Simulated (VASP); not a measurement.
A periodic (110) film of SiC (zinc blende) under biaxial in-plane strain, normal axis and ions relaxed with LDA. Gaps from mBJ in VASP (PAW), over mesh and path in the film cell's folded zone.

```
strain (%)  gap (eV)
----------  --------
-1             2.219
+0             2.326
+1             2.247
```

Q: Take the slope on the side of compression and predict the gap at -3 %.

A: The slope is 0.107 eV per cent, which gives 2.326 + (0.107)(-3) = 2.00 eV. The run gave 1.88 eV, -0.12 eV from the line, so the dependence isn't linear over this range; another valley or band may have taken over.

The compound is SiC in the zinc blende structure.
